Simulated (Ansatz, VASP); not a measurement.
# Two plane-wave programs on CsLi15S8 (a cell with a defect)

```
Cs Li S
1.0
     0.00000    5.67034    5.67034
     5.67034    0.00000    5.67034
     5.67034    5.67034    0.00000
Cs Li S
1 15 8
Cartesian
  4.2528 4.2528 4.2528
  7.0879 7.0879 4.2528
  7.0879 4.2528 7.0879
  9.9231 7.0879 7.0879
  4.2528 7.0879 7.0879
  7.0879 9.9231 7.0879
  7.0879 7.0879 9.9231
  9.9231 9.9231 9.9231
  1.4176 1.4176 1.4176
  4.2528 4.2528 1.4176
  4.2528 1.4176 4.2528
  7.0879 4.2528 4.2528
  1.4176 4.2528 4.2528
  4.2528 7.0879 4.2528
  4.2528 4.2528 7.0879
  7.0879 7.0879 7.0879
  0.0000 0.0000 0.0000
  2.8352 2.8352 0.0000
  2.8352 0.0000 2.8352
  5.6703 2.8352 2.8352
  0.0000 2.8352 2.8352
  2.8352 5.6703 2.8352
  2.8352 2.8352 5.6703
  5.6703 5.6703 5.6703
```

Alike in both runs: task electric field gradients; functional PBE; k mesh 3 × 3 × 3; occupations fermi-dirac, width 0.01 eV; no spin polarisation.

|  | VASP | Ansatz |
| --- | --- | --- |
| version | VASP 6.6.1 | Ansatz 0.2.0 |
| potentials or method | VASP PAW PBE potentials, release 64 (Cs_sv, Li_sv, S) | plane-wave PAW, scalar-relativistic |
| plane-wave cutoff (eV) | 520 | 420 |
| valence electrons in the cell | 102 | 102 |

Ansatz gave:

```
gap on the k mesh at the Fermi level (eV)                      : 2.33
rms of the force components (eV/Å)                             : 1.423
Vzz of the field gradient on the site that differs most (V/Å²) : -54.8
```

Q: What did VASP give for the same quantities?

A: gap on the k mesh at the Fermi level (eV): 2.36; rms of the force components (eV/Å): 1.458; Vzz of the field gradient on the site that differs most (V/Å²): -54.1.

Atom by atom the forces differ by 0.035 eV/Å (rms over components). Ansatz warned: «gradients_without_spin_orbit».

Caveats: spin-orbit coupling is left out, which moves the levels of the heavy elements.
